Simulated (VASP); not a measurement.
# AlB3P4 (P-43m) in VASP: a series of runs

One crystal, AlB3P4, is run at these levels: PBE, r2SCAN; tasks: relaxation of cell and atoms, single point.

All numbers are computed with VASP 6.6.1; they aren't measurements. Logs are shortened: lines on timing, memory, paths and dates and some standing lists are left out, and cuts for length are marked.

## (1) The structure

It takes space group P-43m (No. 215, cubic). The conventional cell has a = 4.815 Å, b = 4.815 Å, c = 4.815 Å, α = 90.00°, β = 90.00°, γ = 90.00°. Al (site symmetry -43m) is surrounded by 4 P at 2.24 Å. Around B (site symmetry -42m) lie 4 P at 2.04 Å. P (site symmetry 3m) has 3 B at 2.04 Å and 1 Al at 2.24 Å as nearest neighbours.

The cell was built by a generator and needn't be a form met in nature.

## (2) Relaxation of cell and atoms, PBE

Input file INCAR:

```
ALGO = Normal
EDIFF = 1E-6
EDIFFG = -0.01
ENCUT = 520
GGA = PE
IBRION = 2
ISIF = 3
ISMEAR = 0
KPAR = 2
LASPH = T
LCHARG = F
LREAL = F
LWAVE = F
NELM = 120
NSW = 90
PREC = Accurate
SIGMA = 0.03
```

Input file KPOINTS:

```
k-points
0
Gamma
  6 6 6
```

Input file POSCAR:

```
AlB3P4
1.0
    4.8150000000      0.0000000000      0.0000000000
    0.0000000000      4.8150000000      0.0000000000
    0.0000000000      0.0000000000      4.8150000000
Al B P
1 3 4
Direct
    0.0000000000      0.0000000000      0.0000000000
    0.5000000000      0.5000000000      0.0000000000
    0.5000000000      0.0000000000      0.5000000000
    0.0000000000      0.5000000000      0.5000000000
    0.7318795400      0.2681204600      0.7318795400
    0.7318795400      0.7318795400      0.2681204600
    0.2681204600      0.7318795400      0.7318795400
    0.2681204600      0.2681204600      0.2681204600
```

Potentials or basis: VASP PAW PBE potentials, release 64 (Al, B, P).

On the command line:

```
$ cat potpaw_PBE.64/Al/POTCAR potpaw_PBE.64/B/POTCAR potpaw_PBE.64/P/POTCAR > POTCAR
$ mpirun -np 2 vasp_std > vasp.out
```

OUTCAR:

```text
EDIFF = 1E-6
   EDIFFG = -0.01
   ENCUT = 520
   GGA = PE
   IBRION = 2
   ISIF = 3
   ISMEAR = 0
   LASPH = T
   LREAL = F
   NELM = 120
   NSW = 90
   PREC = Accurate

 ion  position               nearest neighbor table
   1  0.000  0.000  0.000-   5 2.24   6 2.24   7 2.24   8 2.24
   2  0.500  0.500  0.000-   5 2.04   6 2.04   7 2.04   8 2.04
   3  0.500  0.000  0.500-   5 2.04   6 2.04   7 2.04   8 2.04
   4  0.000  0.500  0.500-   5 2.04   6 2.04   7 2.04   8 2.04
   5  0.732  0.268  0.732-   2 2.04   3 2.04   4 2.04   1 2.24
   6  0.732  0.732  0.268-   2 2.04   3 2.04   4 2.04   1 2.24
   7  0.268  0.732  0.732-   2 2.04   3 2.04   4 2.04   1 2.24
   8  0.268  0.268  0.268-   2 2.04   3 2.04   4 2.04   1 2.24

  LATTYP: Found a simple cubic cell.
 ALAT       =     4.8150000000

  Lattice vectors:

 A1 = (   4.8150000000,   0.0000000000,   0.0000000000)
 A2 = (   0.0000000000,   4.8150000000,   0.0000000000)
 A3 = (   0.0000000000,   0.0000000000,   4.8150000000)

Analysis of symmetry for initial positions (statically):
=====================================================================
 Subroutine PRICEL returns:
 Original cell was already a primitive cell.

 Routine SETGRP: Setting up the symmetry group for a
 simple cubic supercell.

 Subroutine GETGRP returns: Found 24 space group operations
 (whereof 24 operations were pure point group operations)
 out of a pool of 48 trial point group operations.

The static configuration has the point symmetry T_d .

Analysis of symmetry for dynamics (positions and initial velocities):
=====================================================================
 Subroutine PRICEL returns:
 Original cell was already a primitive cell.

 Routine SETGRP: Setting up the symmetry group for a
 simple cubic supercell.

 Subroutine GETGRP returns: Found 24 space group operations
 (whereof 24 operations were pure point group operations)
 out of a pool of 48 trial point group operations.

The dynamic configuration has the point symmetry T_d .

 Subroutine INISYM returns: Found 24 space group operations
 (whereof 24 operations are pure point group operations),
 and found     1 'primitive' translations

----------------------------------------------------------------------------------------

                                     Primitive cell

  volume of cell :     111.6320

  direct lattice vectors                    reciprocal lattice vectors
     4.815000000  0.000000000  0.000000000     0.207684320  0.000000000  0.000000000
     0.000000000  4.815000000  0.000000000     0.000000000  0.207684320  0.000000000
     0.000000000  0.000000000  4.815000000     0.000000000  0.000000000  0.207684320

  length of vectors
     4.815000000  4.815000000  4.815000000     0.207684320  0.207684320  0.207684320

  position of ions in fractional coordinates (direct lattice)
     0.000000000  0.000000000  0.000000000
     0.500000000  0.500000000  0.000000000
     0.500000000  0.000000000  0.500000000
     0.000000000  0.500000000  0.500000000
     0.731879540  0.268120460  0.731879540
     0.731879540  0.731879540  0.268120460
     0.268120460  0.731879540  0.731879540
     0.268120460  0.268120460  0.268120460

  ion indices of the primitive-cell ions
   primitive index   ion index
                 1           1
                 2           2
                 3           3
                 4           4
                 5           5
                 6           6
                 7           7
                 8           8

----------------------------------------------------------------------------------------

 KPOINTS: k-points

Automatic generation of k-mesh.
 Grid dimensions read from file:
 generate k-points for:    6    6    6

 Generating k-lattice:

  Cartesian coordinates                     Fractional coordinates (reciprocal lattice)
     0.034614053  0.000000000  0.000000000     0.166666667  0.000000000  0.000000000
     0.000000000  0.034614053  0.000000000     0.000000000  0.166666667  0.000000000
     0.000000000  0.000000000  0.034614053     0.000000000  0.000000000  0.166666667

  Length of vectors
     0.034614053  0.034614053  0.034614053

  Shift w.r.t. Gamma in fractional coordinates (k-lattice)
     0.000000000  0.000000000  0.000000000

 Subroutine IBZKPT returns following result:
 ===========================================

 Found     20 irreducible k-points:

 Following reciprocal coordinates:
            Coordinates               Weight
  0.000000  0.000000  0.000000      1.000000
  0.166667  0.000000  0.000000      6.000000
  0.333333  0.000000  0.000000      6.000000
  0.500000  0.000000  0.000000      3.000000
  0.166667  0.166667  0.000000     12.000000
  0.333333  0.166667  0.000000     24.000000
[... 12 lines left out ...]
  0.500000  0.500000  0.333333      6.000000
  0.500000  0.500000  0.500000      1.000000
   k-points           NKPTS =     20   k-points in BZ     NKDIM =     20   number of bands    NBANDS=     21
   number of dos      NEDOS =    301   number of ions     NIONS =      8
   total plane-waves  NPLWV =  46656
   dimension x,y,z NGX =    36 NGY =   36 NGZ =   36
   dimension x,y,z NGXF=    72 NGYF=   72 NGZF=   72
   ions per type =               1   3   4
   NGX,Y,Z   is equivalent  to a cutoff of  12.43, 12.43, 12.43 a.u.
   NGXF,Y,Z  is equivalent  to a cutoff of  24.86, 24.86, 24.86 a.u.
 SYSTEM =  unknown system
   PREC   = accura    normal or accurate (medium, high low for compatibility)
   ISTART =      0    job   : 0-new  1-cont  2-samecut
   ICHARG =      2    charge: 1-file 2-atom 10-const
   ISPIN  =      1    spin polarized calculation?
   LNONCOLLINEAR =      F non collinear calculations
   LSORBIT =      F    spin-orbit coupling
   LASPH  =      T    aspherical Exc in radial PAW
   ENCUT  =  520.0 eV  38.22 Ry    6.18 a.u.   8.95  8.95  8.95*2*pi/ulx,y,z
   NELM   =    120;   NELMIN=  2; NELMDL= -5     # of ELM steps
   EDIFF  = 0.1E-05   stopping-criterion for ELM
   LREAL  =      F    real-space projection
   EDIFFG = -.1E-01   stopping-criterion for IOM
   NSW    =     90    number of steps for IOM
   IBRION =      2    ionic relax: 0-MD 1-quasi-New 2-CG
   NFREE  =      1    steps in history (QN), initial steepest desc. (CG)
   ISIF   =      3    stress and relaxation
   ISYM   =      2    0-nonsym 1-usesym 2-fastsym
   POTIM  = 0.5000    time-step for ionic-motion
   TEBEG  =    0.0;   TEEND  =   0.0 temperature during run
   PSTRESS=    0.0 pullay stress
   NELECT =      32.0000    total number of electrons
   NUPDOWN=      -1.0000    fix difference up-down
   EMIN   =  10.00;   EMAX   =-10.00  energy-range for DOS
   EFERMI =   0.00;   METHOD = LEGACY
   ISMEAR =     0;   SIGMA  =   0.03  broadening in eV -4-tet -1-fermi 0-gaus
   EFERMI_NEDOS =   21; number of points for ismear=-14 and -15
   IALGO  =     38    algorithm
   IMIX   =      4    mixing-type and parameters
     AMIX     =   0.40;   BMIX     =  1.00
     AMIX_MAG =   1.60;   BMIX_MAG =  1.00
  volume/ion in A,a.u.               =      13.95        94.17
  Fermi-wavevector in a.u.,A,eV,Ry     =   1.079432  2.039830 15.853141  1.165173
  Thomas-Fermi vector in A             =   2.215397
   LORBIT       =      0    0 simple, 1 ext, 2 COOP (PROOUT), +10 PAW based schemes
   GGA     = PE    functional components
   LHFCALC =     F    Hartree Fock is set to
   AEXX    =    0.0000 exact exchange contribution
   IVDW    =     0    specifies the selected vdW correction
   LEPSILON=     F    determine dielectric tensor
   LRPA    =     F    only Hartree local field effects (RPA)
 conjugate gradient relaxation of ions
 non-spin polarized calculation
 Gauss-broadening in eV      SIGMA  =   0.03
  energy-cutoff  :      520.00
  volume of cell :      111.63
 maximum number of plane-waves:      3028
 NGX is ok and might be reduce to    36
   NGX = 17   NGY = 17   NGZ = 17

--------------------------------------- Ionic step        1  -------------------------------------------

 number of electron      32.0000002 magnetization

 Free energy of the ion-electron system (eV)
  ---------------------------------------------------
  ext. energy  EPLUGINS =         0.00000000
  ---------------------------------------------------
  free energy    TOTEN  =       -47.10709913 eV

  energy without entropy =      -47.10709913  energy(sigma->0) =      -47.10709913

------------------------ aborting loop because EDIFF is reached ----------------------------------------

  FORCE on cell =-STRESS in cart. coord.  units (eV):
  Direction    XX          YY          ZZ          XY          YZ          ZX
  --------------------------------------------------------------------------------------
  -------------------------------------------------------------------------------------
  Total       -0.0657016     -0.0657016     -0.0657016     -0.0000000      0.0000000     -0.0000000
  in kB       -0.9429692     -0.9429692     -0.9429692     -0.0000000      0.0000000     -0.0000000
  external PRESSURE =      -0.9429692 kB  Pullay stress =       0.0000000 kB

 VOLUME and BASIS-vectors are now :
 -----------------------------------------------------------------------------
  energy-cutoff  :      520.00
  volume of cell :      111.63
      direct lattice vectors                 reciprocal lattice vectors
     4.815000000  0.000000000  0.000000000     0.207684320  0.000000000  0.000000000
     0.000000000  4.815000000  0.000000000     0.000000000  0.207684320  0.000000000
     0.000000000  0.000000000  4.815000000     0.000000000  0.000000000  0.207684320
[... 43 lines left out ...]
 POSITION                                       TOTAL-FORCE (eV/Angst)
 -----------------------------------------------------------------------------------
     -0.00000      4.81309     -0.00000         0.000000     -0.000000     -0.000000
      2.40655      2.40655     -0.00000         0.000000     -0.000000      0.000000
      2.40655      4.81309      2.40655        -0.000000     -0.000000      0.000000
     -0.00000      2.40655      2.40655         0.000000     -0.000000      0.000000
      3.52047      1.29262      3.52047         0.017356     -0.017356      0.017356
      3.52047      3.52047      1.29262         0.017356      0.017356     -0.017356
      1.29262      3.52047      3.52047        -0.017356      0.017356      0.017356
      1.29262      1.29262      1.29262        -0.017356     -0.017356     -0.017356
 -----------------------------------------------------------------------------------
    total drift:                               -0.000000     -0.000000     -0.000000

  FREE ENERGIE OF THE ION-ELECTRON SYSTEM (eV)
  ---------------------------------------------------
  free  energy   TOTEN  =       -47.1074801929 eV

  energy  without entropy=      -47.1074801929  energy(sigma->0) =      -47.10748019

--------------------------------------- Ionic step        3  -------------------------------------------

 number of electron      32.0000002 magnetization

 Free energy of the ion-electron system (eV)
  ---------------------------------------------------
  ext. energy  EPLUGINS =         0.00000000
  ---------------------------------------------------
  free energy    TOTEN  =       -47.10754118 eV

  energy without entropy =      -47.10754118  energy(sigma->0) =      -47.10754118

 E-fermi :   6.8534     XC(G=0): -10.3201

 val. band max:        6.6888077521   @ k =   0.0000   0.0000   0.0000
 cond. band min:       7.6421687915   @ k =   0.0000   0.0000   0.0000
 fundamental gap:      0.9533610394
 Fermi energy:         6.8533640789

 k-point     1 :       0.0000    0.0000    0.0000
  band No.  band energies     occupation
      1      -7.8150      2.00000
      2      -3.7423      2.00000
      3      -3.7423      2.00000
      4      -3.7423      2.00000
      5      -1.7561      2.00000
      6      -1.7561      2.00000
[... 13 lines left out ...]
     20       7.8064      0.00000
     21       8.0479      0.00000
[... 476 lines left out ...]
 POSITION                                       TOTAL-FORCE (eV/Angst)
 -----------------------------------------------------------------------------------
      0.00000      0.00000      0.00000        -0.000000      0.000000     -0.000000
      2.40680      2.40680     -0.00000        -0.000000      0.000000     -0.000000
      2.40680      0.00000      2.40680        -0.000000      0.000000     -0.000000
     -0.00000      2.40680      2.40680        -0.000000      0.000000     -0.000000
      3.52142      1.29219      3.52142         0.000840     -0.000840      0.000840
      3.52142      3.52142      1.29219         0.000840      0.000840     -0.000840
      1.29219      3.52142      3.52142        -0.000840      0.000840      0.000840
      1.29219      1.29219      1.29219        -0.000840     -0.000840     -0.000840
 -----------------------------------------------------------------------------------
    total drift:                               -0.000000     -0.000000     -0.000000

  FREE ENERGIE OF THE ION-ELECTRON SYSTEM (eV)
  ---------------------------------------------------
  free  energy   TOTEN  =       -47.1075411765 eV

  energy  without entropy=      -47.1075411765  energy(sigma->0) =      -47.10754118

 reached required accuracy - stopping structural energy minimisation
```

It took 15 s on 2 MPI ranks of Intel Xeon 6975P-C (Granite Rapids), shared host; peak memory 0.21 GiB.

What came out:

- Free energy: -47.1075 eV
- Relaxed volume: 13.94 Å³/atom
- Relaxed cell: a = 4.814 Å, b = 4.814 Å, c = 4.814 Å, α = 90.00°, β = 90.00°, γ = 90.00°
- Space group after relaxing (to 0.05 Å): P-43m (No. 215)
- Energy gained by relaxing: 0.1 meV/atom
- Ionic steps: 3
- Pressure after relaxing: 0.0 GPa
- Band gap on the k mesh: 0.95 eV, direct

The path:
```csv
step,energy change (eV),largest force (eV/Å),pressure (GPa),volume (Å³)
1,0.0000,0.0766,-0.09,111.63
2,-0.0004,0.0301,0.00,111.50
3,-0.0004,0.0015,-0.01,111.53
```

Final structure:
```
CELL_PARAMETERS angstrom
4.81360 0.00000 0.00000
0.00000 4.81360 0.00000
0.00000 0.00000 4.81360
ATOMIC_POSITIONS crystal
Al 0.00000 0.00000 0.00000
B 0.50000 0.50000 0.00000
B 0.50000 0.00000 0.50000
B 0.00000 0.50000 0.50000
P 0.73156 0.26844 0.73156
P 0.73156 0.73156 0.26844
P 0.26844 0.73156 0.73156
P 0.26844 0.26844 0.26844
```

A k mesh can miss the band edges. As with any semilocal functional, this PBE gap is likely too small.

## (3) Relaxation of cell and atoms, PBE

Input file INCAR:

```
ALGO = Normal
EDIFF = 1E-7
EDIFFG = -0.005
ENCUT = 520
GGA = PE
IBRION = 2
ISIF = 3
ISMEAR = 0
KPAR = 2
LASPH = T
LCHARG = F
LREAL = F
LWAVE = F
NELM = 120
NSW = 60
POTIM = 0.3
PREC = Accurate
SIGMA = 0.03
```

KPOINTS is that of step 2.

Input file POSCAR:

```
AlB3P4                                  
1.0
    4.8136026701      0.0000000000     -0.0000000000
   -0.0000000000      4.8136026701     -0.0000000000
   -0.0000000000      0.0000000000      4.8136026701
  Al              B               P             
     1     3     4
Direct
     0.0000000000000000    0.0000000000000000    0.0000000000000000
     0.5000000000000000    0.5000000000000000    0.0000000000000000
     0.5000000000000000    0.0000000000000000    0.5000000000000000
     0.0000000000000000    0.5000000000000000    0.5000000000000000
     0.7315552363213992    0.2684447636786009    0.7315552363213992
     0.7315552363213992    0.7315552363213992    0.2684447636786009
     0.2684447636786009    0.7315552363213992    0.7315552363213992
     0.2684447636786009    0.2684447636786009    0.2684447636786009
```

Potentials or basis: VASP PAW PBE potentials, release 64 (Al, B, P).

On the command line:

```
$ cat potpaw_PBE.64/Al/POTCAR potpaw_PBE.64/B/POTCAR potpaw_PBE.64/P/POTCAR > POTCAR
$ mpirun -np 2 vasp_std > vasp.out
```

Run time: 9.4 s. Hardware: 2 MPI ranks of Intel Xeon 6975P-C (Granite Rapids), shared host; peak memory 0.21 GiB.

It converged, with:

```
Free energy             : -47.1075 eV
Pressure after relaxing : 0.0 GPa
Band gap on the k mesh  : 0.95 eV, direct
```

Final structure:
```xyz
8
Lattice="4.8136 0.0000 0.0000 0.0000 4.8136 0.0000 0.0000 0.0000 4.8136" Properties=species:S:1:pos:R:3 pbc="T T T"
Al    0.0000    0.0000    0.0000
B     2.4068    2.4068    0.0000
B     2.4068    0.0000    2.4068
B     0.0000    2.4068    2.4068
P     3.5214    1.2922    3.5214
P     3.5214    3.5214    1.2922
P     1.2922    3.5214    3.5214
P     1.2922    1.2922    1.2922
```

Levels at points of the mesh, in eV from the valence-band top:
```csv
k point,band 14,band 15,band 16,band 17,band 18,band 19
"(0.00, 0.00, 0.00)",0.00,0.00,0.00,0.95,1.12,1.12
"(0.50, 0.00, 0.00)",-3.13,-1.70,-1.70,1.43,1.73,3.42
"(0.50, 0.50, 0.00)",-2.05,-1.23,-1.23,2.94,2.94,3.28
"(0.50, 0.50, 0.50)",-0.89,-0.89,-0.89,2.23,2.23,2.23
```

Caveat: the relaxation stopped at its first step, so nothing moved. A k mesh can miss the band edges.

## (4) Single point, r2SCAN

Input file INCAR:

```
SYSTEM = AlB3P4
PREC     = Accurate       ! precision mode
ENCUT    = 520            ! plane-wave cutoff, eV
EDIFF    = 1E-6           ! SCF threshold, eV
ISMEAR   = 0              ! smearing method
SIGMA    = 0.03           ! smearing width, eV
LREAL    = .FALSE.        ! projectors in reciprocal space
LASPH    = .TRUE.         ! aspherical terms in the spheres
NELM     = 150            ! most SCF steps
ALGO     = Normal         ! electronic algorithm
ISIF     = 2              ! what is computed and relaxed
LWAVE    = .FALSE.        ! write WAVECAR
LCHARG   = .FALSE.        ! write CHGCAR
METAGGA  = R2SCAN         ! meta-GGA
LMIXTAU  = .TRUE.       
KPAR     = 2
```

Input file KPOINTS:

```
Automatic mesh
0
G
  6 6 6
  0 0 0
```

Input file POSCAR:

```
AlB3P4                                  
1.0
    4.8136026701      0.0000000000      0.0000000000
    0.0000000000      4.8136026701      0.0000000000
    0.0000000000      0.0000000000      4.8136026701
  Al              B               P             
     1     3     4
Direct
     0.0000000000000000    0.0000000000000000    0.0000000000000000
     0.5000000000000000    0.5000000000000000    0.0000000000000000
     0.5000000000000000    0.0000000000000000    0.5000000000000000
     0.0000000000000000    0.5000000000000000    0.5000000000000000
     0.7315552363213982    0.2684447636786018    0.7315552363213982
     0.7315552363213982    0.7315552363213982    0.2684447636786018
     0.2684447636786018    0.7315552363213982    0.7315552363213982
     0.2684447636786018    0.2684447636786018    0.2684447636786018
```

On the command line:

```
$ cat potpaw_PBE.64/Al/POTCAR potpaw_PBE.64/B/POTCAR potpaw_PBE.64/P/POTCAR > POTCAR
$ mpirun -np 2 vasp_std > vasp.out
```

It took 35 s on 2 MPI ranks of Intel Xeon 6975P-C (Granite Rapids), shared host; peak memory 0.22 GiB.

The run converged. Its results:

```yaml
Free_energy: -66.9619 eV
Pressure: -1.4 GPa
Largest_force: 0.200 eV/Å
Band_gap_on_the_k_mesh: 1.19 eV, direct
```

Forces on the atoms (eV/Å):
```
Al   0.000  0.000  0.000
B    0.000  0.000  0.000
B    0.000  0.000  0.000
B    0.000  0.000  0.000
P    0.115 -0.115  0.115
P    0.115  0.115 -0.115
P   -0.115  0.115  0.115
P   -0.115 -0.115 -0.115
```

Levels at points of the mesh, in eV from the valence-band top:
| k point | band 13 | band 14 | band 15 | band 16 | band 17 | band 18 | band 19 | band 20 |
| --- | --- | --- | --- | --- | --- | --- | --- | --- |
| (0.00, 0.00, 0.00) | -3.99 | 0.00 | 0.00 | 0.00 | 1.19 | 1.37 | 1.37 | 1.37 |
| (0.50, 0.00, 0.00) | -3.28 | -3.28 | -1.78 | -1.78 | 1.67 | 1.96 | 3.77 | 4.84 |
| (0.50, 0.50, 0.00) | -2.99 | -2.15 | -1.30 | -1.30 | 3.25 | 3.25 | 3.62 | 4.11 |
| (0.50, 0.50, 0.50) | -2.04 | -0.96 | -0.96 | -0.96 | 2.52 | 2.52 | 2.52 | 4.29 |

Caveat: the PAW data sets were made with another functional, which shifts forces and pressure a little. A k mesh can miss the band edges.
